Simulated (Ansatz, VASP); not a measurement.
**Ru (Ruthenium): VASP beside Ansatz**

One calculation is typed for both programs; each brings its own data sets and cutoff. How far apart do they land? The cell is taken from a series of VASP runs on this material, whose earlier steps may have relaxed, scaled or displaced it; both programs get it as it stands.

Main program and level: Ansatz 0.2.0; plane waves, with VASP 6.6.1 beside it; relaxation of cell and atoms at r2SCAN.

## (1) Set-up

Symmetry: P6_3/mmc, No. 194, hexagonal system. The conventional cell has a = 2.706 Å, b = 2.706 Å, c = 4.282 Å, α = 90.00°, β = 90.00°, γ = 120.00°. Nearest to Ru lie 12 Ru at 2.65 to 2.71 Å.

## (2) Ansatz: relaxation of cell and atoms, r2SCAN

Ansatz runs on its default PAW (the set named soft_2) files.

The relaxed volume is the usual yardstick between codes: its relative difference is about their pressure difference at one cell divided by the bulk modulus.

input.yaml

```yaml
crystal:
  lattice:
    - [2.7058, 0.0, 0.0]
    - [-1.3529, 2.3432915376, 0.0]
    - [0.0, 0.0, 4.2819]
  atoms:
    - { symbol: Ru, position: [0.6666666667, 0.3333333333, 0.75] }
    - { symbol: Ru, position: [0.3333333333, 0.6666666667, 0.25] }
hamiltonian:
  xc: r2scan
  pseudopotentials: { kind: paw }
kpoints:
  mp_grid: { grid: [20, 20, 12] }
scf:
  occupations: { method: methfessel_paxton, width: 0.15 }
relax:
  f_tol: 0.01
  max_steps: 60
  cell: { stress_tol: 0.05 }
output:
  forces: true
  stress: true
```

The run is started by

```
> ansatz run input.yaml --threads 4 --pin off --max-ram 9216MiB --backend cpu --events-out ev --progress --plain --runs-dir out
```

Numbers of over 12 decimals in the logs are rounded to 6 here.

What it wrote:

```text
Engine: ansatz 0.2.0, aarch64-unknown-linux-gnu
Pseudopotentials: kind: paw
Pseudopotential: Ru, paw, valence charge 16, recommended cutoff 500 eV (meta_gga), Ru.paw.azcp
Functional definition: r2SCAN
  parameter k0 = 0.174
  parameter k1 = 0.065
  parameter a1 = 4.9479
  exchange = r2scan_x(k0 = k0, k1 = k1, a1 = a1)
  correlation = r2scan_c
Crystal: 2 atoms, lattice volume = 27.149 Å³
Basis set: ecut = 500 eV, 687 PW (Γ), exchange–correlation on 80×80×128 points (64 copies of the dense FFT grid, shifted against one another)
Bands: 20, of which v1, the nominal top of the filled ones, is band 16 counted from 1 (15 counted from 0)
Symmetry: 24 space group operations
Space group: P63/mmc (ITA 194), of the structure as read, at distance tolerance 3.0e-5 Å
k-points: 308 of 4800
Non-local potential: Ru, projectors of the file, l = 0: 3, l = 1: 2, l = 2: 2, l = 3: 1
PAW form: soft (Blöchl's): semilocal exchange-correlation on the pseudo side does not see the compensation charge
PAW frozen core: Ru, regenerated for the run's functional (the file was generated under x = pbe(κ = 0.804, μ = 0.219515), c = pbe(β = 0.066725))
PAW one-centre angular grid: Ru, 590 points (default); XC on 160 Gauss nodes
Initial density: superposition of atomic densities (neutral atoms: chi_scale 0, normalization atom), corrected by the library's trained network
Initial wavefunctions: pseudopotential atomic-orbital guess
Functional: x = r2scan, c = r2scan; τ floored in thin density (d = 2e-4 eV/Å³)
SCF iter   1: F=—  HF=-11781.385000 eV  |F-HF|=—  |Δ(HF+E_count)|=         —  Δρ=1.09e-2  dr2=1.02e-2  dr2_τ=1.43e-2  ethr=1.77e-3  ⟨swp⟩=4.9  Hψ=24200  notcnv=0
preconditioner: auto → none  [metal: Δε(μ)=0.018 eV  Ē_g=6.097 eV  σ=0.150 eV  W_gap=0.10  n_scr=8 (ndim 8)  ℏωp=28.5 eV  f_vac=0.000  D(μ)=1.72/eV (n_scr^D=22)  sad-step TF]
SCF iter   2: F=—  HF=-11781.406344 eV  |F-HF|=—  |Δ(HF+E_count)|=   2.13e-2  S|Δr|=    0.00e0  Δρ=6.02e-3  dr2=2.48e-3  dr2_τ=1.98e-4  ethr=3.19e-5  ⟨swp⟩=2.0  Hψ=13441  notcnv=0
SCF iter   3: F=—  HF=-11781.409378 eV  |F-HF|=—  |Δ(HF+E_count)|=   3.03e-3  S|Δr|=    0.00e0  Δρ=1.12e-3  dr2=1.84e-4  dr2_τ=3.44e-5  ethr=7.76e-6  ⟨swp⟩=2.0  Hψ=8603  notcnv=0
SCF iter   4: F=—  HF=-11781.409522 eV  |F-HF|=—  |Δ(HF+E_count)|=   1.44e-4  S|Δr|=    0.00e0  Δρ=2.71e-4  dr2=9.82e-6  dr2_τ=1.60e-6  ethr=5.76e-7  ⟨swp⟩=2.1  Hψ=10236  notcnv=0
SCF iter   5: F=—  HF=-11781.409554 eV  |F-HF|=—  |Δ(HF+E_count)|=   3.25e-5  S|Δr|=    0.00e0  Δρ=7.66e-5  dr2=5.85e-7  dr2_τ=1.77e-7  ethr=3.07e-8  ⟨swp⟩=2.0  Hψ=11015  notcnv=0
SCF iter   6: F=-11781.409555 eV  HF=-11781.409555 eV  |F-HF|=1.08e-8  |Δ(HF+E_count)|=   1.05e-6  S|Δr|=    0.00e0  Δρ=1.63e-5  dr2=2.90e-8  dr2_τ=5.75e-9  ethr=3.13e-10  ⟨swp⟩=5.0  Hψ=24796  notcnv=0
SCF 1 converged in 6 iterations: F = -11781.409555 eV  dr2 = 2.90e-8
  greatest PAW one-centre occupation: 0.996 electrons in one spin orbital (limit 2), on the Ru atom at site 1 (counted from 0), in its partial waves of l = 1
relax step   1: F+E_penalty+E_count = -11781.40955532 eV  Δ(F+E_penalty+E_count) = +0.000e0 eV  max|allowed force component| = 4.626e-17 eV/Å  Δτ_max = 0.0000 Å  P = -2.127 GPa  Ω = 27.149 Å³  (6 SCF iters, dr2 threshold 1.00e-7 eV, accepted)
[...]
relax step   2: F+E_penalty+E_count = -11781.40994666 eV  Δ(F+E_penalty+E_count) = -3.913e-4 eV  max|allowed force component| = 2.313e-17 eV/Å  Δτ_max = 0.0000 Å  P = +2.363 GPa  Ω = 26.803 Å³  energy of the carried Pulay correction = +2.185e-4 eV  (7 SCF iters, dr2 threshold 2.00e-7 eV, accepted)
[...]
relax step   3: F+E_penalty+E_count = -11781.41149182 eV  Δ(F+E_penalty+E_count) = -1.545e-3 eV  max|allowed force component| = 6.014e-17 eV/Å  Δτ_max = 0.0000 Å  P = -0.054 GPa  Ω = 26.987 Å³  energy of the carried Pulay correction = +1.020e-4 eV  (6 SCF iters, dr2 threshold 2.00e-7 eV, accepted)
[...]
relax step   4: F+E_penalty+E_count = -11781.41149528 eV  Δ(F+E_penalty+E_count) = -3.461e-6 eV  max|allowed force component| = 1.850e-17 eV/Å  Δτ_max = 0.0000 Å  P = +0.000 GPa  Ω = 26.983 Å³  energy of the carried Pulay correction = +1.047e-4 eV  (3 SCF iters, dr2 threshold 1.32e-8 eV, accepted)
[...]
relax step   5: F+E_penalty+E_count = -11781.41139280 eV  Δ(F+E_penalty+E_count) = +1.025e-4 eV  max|allowed force component| = 1.388e-17 eV/Å  Δτ_max = 0.0000 Å  P = -0.004 GPa  Ω = 26.983 Å³  stress off target by 7.71e-3 GPa  SCF on the basis re-selected at this cell (its energy is not comparable with the rows above)  (4 SCF iters)
basis re-selected at this cell: Δ(F+E_penalty+E_count) = +1.025e-4 eV, ΔP = -0.004 GPa vs the last step (what re-selecting the basis moved, of the pressure what is left beyond the Pulay correction that the steps carried, after the strain that the cell walked since its last selection, with what the two solves' SCF thresholds leave and, on support functions, any second-order correction that the steps lacked; it is no m [...]
SCF converged after 4 iterations
Stability not checked: this state was not tested for a lower state beside it, because cold or Methfessel-Paxton smearing, or corrected tetrahedra, fill the levels in a way that the test cannot read (fill_not_monotonic; see scf.lower_state_search)
Free energy (F): -11781.411393 eV
Harris-Foulkes:  -11781.411393 eV  (|F-HF|=2.18e-11)
Internal energy: -11781.410884 eV  (E = F + TS)
E sigma→0 (E₀):  -11781.411266 eV
Entropy (-TS):   -0.000509 eV (-0.255 meV/atom)
Fermi energy:    23.621818 eV
--- Per-component energies (eV) ---
  E_band       = -133.035689
  E_kinetic    = 1028.616199
  E_local      = -2500.313183  (includes V_loc(G=0)·N_el)
  E_nonlocal   = 685.564375
  E_hartree    = 803.139049
  E_xc         = -368.670858
  E_vxc        = -534.123775  (∫ρ·V_xc dr)
  E_paw        = -6957.703475  (= ΣΔE_a)
  E_vpaw       = -456.642596  (= ΣTr[D̂ρ^β])
  E_aug_tail   = 0.000199  (compensation charges beyond the density's cutoff)
  E_vtau       = 37.584878  (kinetic-family band-sum trace: ∫τ·v_τ [+ j·A + Jᵃ·Aᵃ] dr)
  E_ewald      = -4471.421278
  E_core_change = -0.621911  (= ΣΔE_core)
  E_smearing   = -0.000509  (= −TS)
  E_closure    = -0.000000  (closes the sum)
  Σ components = -11781.411393   (vs F -11781.411393, Δ=0.00e0)
--- Forces (eV/Å), atoms counted from 1 ---
  atom   1  Ru    -0.00000000    -0.00000000    -0.00000000
  atom   2  Ru     0.00000000     0.00000000     0.00000000
  max |Σ_I F_I| component: 4.63e-18 eV/Å
--- Stress (GPa, compression-positive) ---
       -0.001979       0.000000       0.000000
        0.000000      -0.001979      -0.000000
        0.000000      -0.000000      -0.007713
  P = ⅓ Tr σ = -0.0039 GPa (-0.039 kbar)
--- Relaxed structure (4 steps of the walk, 4 accepted, 1 SCFs on fresh bases) ---
  F+E_penalty+E_count = -11781.41139280 eV   max|allowed force component| = 1.388e-17 eV/Å   (the final SCF, on the basis selected at the relaxed cell)
  cell:  # Å, volume = 26.9825 Å³
    - [2.704713, 0.0, 0]
    - [-1.352356, 2.342350, -2.4910002170740373e-19]
    - [0, -4.551808282679509e-19, 4.259021]
  atoms:
    - { symbol: Ru, position: [0.666667, 0.333333, 0.750000] }
    - { symbol: Ru, position: [0.333333, 0.666667, 0.250000] }
```

It took 20 s on 4 threads of Arm Neoverse V1, shared host; peak memory 0.51 GiB.

## (3) VASP: relaxation of cell and atoms, r2SCAN

The same cell, functional, mesh and smearing now go to VASP, with its own data sets and cutoff.

Lines of VASP's logs that name or quote its potential files are left out, and so is its time.

INCAR

```
SYSTEM = Ru
PREC = Accurate
ENCUT = 520
EDIFF = 1E-07
NELM = 100
ISMEAR = 1
SIGMA = 0.15
LREAL = .FALSE.
ALGO = Normal
METAGGA = R2SCAN
LASPH = .TRUE.
NBANDS = 20
LORBIT = 11
LWAVE = .FALSE.
LCHARG = .FALSE.
KPAR = 4
IBRION = 2
NSW = 50
ISIF = 3
EDIFFG = -0.005
```

POSCAR

```
Ru
1.0
    2.7058000000      0.0000000000      0.0000000000
   -1.3529000000      2.3432915376      0.0000000000
    0.0000000000      0.0000000000      4.2819000000
Ru
2
Direct
    0.6666666667      0.3333333333      0.7500000000
    0.3333333333      0.6666666667      0.2500000000
```

KPOINTS

```
Automatic mesh
0
Gamma
20 20 12
0 0 0
```

Potentials, in the order of the species: Ru_pv (PBE family, release 64).

The run is started by

```
> mpirun -np 4 vasp_std
```

What it wrote:

```text
[banner, memory and clock lines left out]
running    4 mpi-ranks, on    1 nodes
 distrk:  each k-point on    1 cores,    4 groups
 distr:  one band on    1 cores,    1 groups

 POSCAR found type information on POSCAR Ru
 POSCAR found :  1 types and       2 ions
|                                                                             |
|               ----> ADVICE to this user running VASP <----                  |
|                                                                             |
|     You enforced a specific xc type in the INCAR file but a different       |
|     [... a line on the potential file left out ...]
|     I HOPE YOU KNOW WHAT YOU ARE DOING!                                     |
|                                                                             |

 LDA part: xc-table for (None), standard interpolation
 POSCAR, INCAR and KPOINTS ok, starting setup
 FFT: planning ... GRIDC
 FFT: planning ... GRID_SOFT
 FFT: planning ... GRID
 WAVECAR not read
 entering main loop
       N       E                     dE             d eps       ncg     rms          rms(c)
DAV:   1     0.257945181759E+03    0.25795E+03   -0.18147E+04 12360   0.160E+03
DAV:   2    -0.550663218813E+02   -0.31301E+03   -0.30436E+03 12684   0.475E+02
DAV:   3    -0.614401042402E+02   -0.63738E+01   -0.63090E+01 14168   0.758E+01
DAV:   4    -0.614975081789E+02   -0.57404E-01   -0.57275E-01 16584   0.656E+00
DAV:   5    -0.614981345796E+02   -0.62640E-03   -0.61789E-03 13488   0.610E-01    0.227E+01
DAV:   6    -0.507894418463E+02    0.10709E+02   -0.11587E+01 13396   0.352E+01    0.182E+00
DAV:   7    -0.508560593250E+02   -0.66617E-01   -0.16727E-01 13940   0.256E+00    0.111E+00
DAV:   8    -0.508563788575E+02   -0.31953E-03   -0.17597E-02 13360   0.125E+00    0.219E-01
DAV:   9    -0.508562800954E+02    0.98762E-04   -0.22424E-04 13660   0.132E-01    0.869E-02
DAV:  10    -0.508563220107E+02   -0.41915E-04   -0.10341E-04 13156   0.972E-02    0.209E-02
DAV:  11    -0.508563247775E+02   -0.27668E-05   -0.13410E-05 13936   0.369E-02    0.132E-03
DAV:  12    -0.508563252771E+02   -0.49954E-06   -0.10059E-07  9336   0.299E-03    0.856E-04
DAV:  13    -0.508563253551E+02   -0.77982E-07   -0.10029E-07  9584   0.243E-03
   1 F= -.50856325E+02 E0= -.50856068E+02  d E =-.508563E+02
[...]
2 F= -.50855202E+02 E0= -.50855100E+02  d E =0.112377E-02
[...]
3 F= -.50857003E+02 E0= -.50856812E+02  d E =-.677242E-03
[...]
4 F= -.50856829E+02 E0= -.50856687E+02  d E =0.173136E-03
 trial-energy change:    0.000173  1 .order    0.000164   -0.000432    0.000761
 step:   0.3086(harm=  0.3175)  dis= 0.00000  next Energy=   -50.857078 (dE=-0.757E-04)
 bond charge predicted
       N       E                     dE             d eps       ncg     rms          rms(c)
DAV:   1    -0.508602523109E+02   -0.34229E-02   -0.85046E-02 12432   0.296E+00    0.441E-01
DAV:   2    -0.508571843113E+02    0.30680E-02   -0.78510E-03 12476   0.860E-01    0.100E-01
DAV:   3    -0.508570585578E+02    0.12575E-03   -0.60447E-04 12672   0.214E-01    0.449E-02
DAV:   4    -0.508570768036E+02   -0.18246E-04   -0.39948E-05 13768   0.508E-02    0.154E-02
DAV:   5    -0.508570789460E+02   -0.21424E-05   -0.27378E-06 13728   0.168E-02    0.338E-03
DAV:   6    -0.508570781198E+02    0.82619E-06   -0.92302E-08  8488   0.288E-03    0.115E-03
DAV:   7    -0.508570776945E+02    0.42525E-06   -0.98064E-09  6200   0.115E-03    0.104E-04
DAV:   8    -0.508570776767E+02    0.17806E-07   -0.77699E-10  6180   0.301E-04
   5 F= -.50857078E+02 E0= -.50856905E+02  d E =-.750801E-04
 curvature:  -0.18 expect dE=-0.496E-07 dE for cont linesearch -0.334E-07
 trial: gam=-0.02228 g(F)=  0.560E-46 g(S)=  0.274E-06 ort = 0.102E-04 (trialstep = 0.763E+00)
 search vector abs. value=  0.997E-07
 reached required accuracy - stopping structural energy minimisation
```

OUTCAR, selected parts (step 3):

```text
ion  position               nearest neighbor table
   1  0.667  0.333  0.750-   2 2.65   2 2.65   2 2.65   2 2.65   2 2.65   2 2.65
   2  0.333  0.667  0.250-   1 2.65   1 2.65   1 2.65   1 2.65   1 2.65   1 2.65

  LATTYP: Found a hexagonal cell.
 ALAT       =     2.7058000000
 C/A-ratio  =     1.5824894671

 Subroutine GETGRP returns: Found 24 space group operations
 (whereof 12 operations were pure point group operations)

The static configuration has the point symmetry D_3d.
 The point group associated with its full space group is D_6h.

 Found    308 irreducible k-points:

   k-points           NKPTS =    308   k-points in BZ     NKDIM =    308   number of bands    NBANDS=     20

   dimension x,y,z NGX =    20 NGY =   20 NGZ =   32
   dimension x,y,z NGXF=    40 NGYF=   40 NGZF=   64

   ENCUT  =  520.0 eV  38.22 Ry    6.18 a.u.   5.03  5.03  7.96*2*pi/ulx,y,z

   NELECT =      28.0000    total number of electrons

 k-points in reciprocal lattice and weights: Automatic mesh
   0.00000000  0.00000000  0.00000000       0.000
   0.05000000  0.00000000  0.00000000       0.001
   0.10000000  0.00000000  0.00000000       0.001
   0.15000000  0.00000000  0.00000000       0.001
   0.20000000  0.00000000  0.00000000       0.001
   0.25000000  0.00000000  0.00000000       0.001
   0.30000000  0.00000000  0.00000000       0.001
   0.35000000  0.00000000  0.00000000       0.001
   0.40000000  0.00000000  0.00000000       0.001
[...]
0.30000000  0.30000000  0.50000000       0.001
   0.35000000  0.30000000  0.50000000       0.001

 average (electrostatic) potential at core
       1 -72.3286       2 -72.3286

 E-fermi :  12.8114

 k-point     1 :       0.0000    0.0000    0.0000
  band No.  band energies     occupation
    ...
     11      10.2831      2.00000
     12      10.7620      2.00000
     13      10.7620      2.00000
     14      11.2580      2.00000
     15      11.2580      2.00000
     16      13.9938     -0.00000
     17      13.9938     -0.00000
     18      14.1736     -0.00000
     19      21.1578      0.00000
     20      21.1580      0.00000

 k-point     2 :       0.0500    0.0000    0.0000
  band No.  band energies     occupation
    ...
     11      10.4721      2.00000
     12      10.7187      2.00000
     13      10.8340      2.00000
     14      11.1666      2.00000
     15      11.1976      2.00000
     16      13.0225     -0.06302
     17      14.0320     -0.00000
     18      15.2727     -0.00000
     19      21.1577      0.00000
     20      21.1579      0.00000

 k-point     3 :       0.1000    0.0000    0.0000
  band No.  band energies     occupation
    ...
     12      10.7785      2.00000
     13      10.8394      2.00000
     14      11.0328      2.00000
     15      11.0472      2.00000
     16      12.2001      2.00000
     17      14.1320     -0.00000
     18      16.5350      0.00000
     19      21.1577      0.00000
     20      21.1579      0.00000

  Total        0.0022349      0.0022349      0.0011656     -0.0000000      0.0000000      0.0000000
  in kB        0.1321186      0.1321186      0.0689053     -0.0000000      0.0000000      0.0000000
  external PRESSURE =       0.1110475 kB  Pullay stress =       0.0000000 kB

  energy-cutoff  :      520.00
  volume of cell :       27.10
      direct lattice vectors                 reciprocal lattice vectors
     2.708597441 -0.000000000  0.000000000     0.369194767  0.213154698 -0.000000000
    -1.354298721  2.345714193 -0.000000000     0.000000000  0.426309396 -0.000000000
     0.000000000  0.000000000  4.265726309    -0.000000000  0.000000000  0.234426667

 POSITION                                       TOTAL-FORCE (eV/Angst)
 -----------------------------------------------------------------------------------
      1.35430      0.78190      3.19929         0.000000     -0.000000      0.000000
     -0.00000      1.56381      1.06643        -0.000000      0.000000     -0.000000
 -----------------------------------------------------------------------------------
    total drift:                               -0.000000      0.000000     -0.000000

  FREE ENERGIE OF THE ION-ELECTRON SYSTEM (eV)
  ---------------------------------------------------
  free  energy   TOTEN  =       -50.8570776767 eV

  energy  without entropy=      -50.8565586669  energy(sigma->0) =      -50.85690467

 reached required accuracy - stopping structural energy minimisation

 total charge
# of ion       s       p       d       tot
------------------------------------------
    1        0.410   6.318   5.952  12.680
    2        0.410   6.318   5.952  12.680
--------------------------------------------------
tot          0.820  12.635  11.905  25.360

[... 3 further parts left out ...]
```

CONTCAR:

```
Ru
   1.00000000000000
     2.7085974410649225   -0.0000000000000000    0.0000000000000000
    -1.3542987205324613    2.3457141926279368   -0.0000000000000000
     0.0000000000000000    0.0000000000000000    4.2657263087158244
  Ru
     2
Direct
     0.6666666667000030    0.3333333332999970    0.7500000000000000
     0.3333333332999970    0.6666666667000030    0.2500000000000000
```

The run keeps the 24 symmetry operations of its start, so it cannot find a distortion of lower symmetry.

## (4) Comparison

Known differences besides the potentials themselves: VASP keeps PBE cores, Ansatz makes them for the functional; both relaxations stop at a tolerance, which leaves soft axes loose, and VASP keeps its plane-wave basis; the data sets hold 32 valence electrons in Ansatz (default PAW (the set named soft_2) files) and 28 in VASP; the cutoff is 500 eV in Ansatz and 520 eV in VASP; Ansatz adds a Pulay correction to the stress that steers its cell, VASP none. Total energies have different zeros and are not compared.

The two programs side by side:

```tsv
quantity	Ansatz	VASP	difference
volume (Å³)	26.98	27.10	-0.44 %
edge a after relaxation, in the typed setting (Å)	2.705	2.709	-0.14 %
edge c after relaxation, in the typed setting (Å)	4.259	4.266	-0.16 %
```

The walks stopped with 0.00 GPa left in Ansatz and 0.01 GPa in VASP; each walk ends within a tolerance, so the volume difference is uncertain by about these residues over the bulk modulus, most in soft cells.

## (5) Results

```yaml
difference_in_volume_relaxation_of_cell_and_atoms_r2scan: -0.44 %
```

What this shows: The difference in volume is -0.44 % (relaxation of cell and atoms, r2SCAN), within the 1.2 % picked in this series as the mark of a large difference, as far as the stopping tolerances let one tell. How closely two codes agree says nothing of how well the functional describes the real material.

[Lines on the potential files, build, host, timing and source positions are cut from VASP's logs without a mark.]

[Logs are printed without paths, hosts, clocks, repeated set-up lines and the standing remarks that a program may print on its own settings, such as how far it seeks lower states.]

[Hosts, paths, dates, database ids (printed as entryN), source tags and the programs' standing remarks are cut or masked in the printed files.]
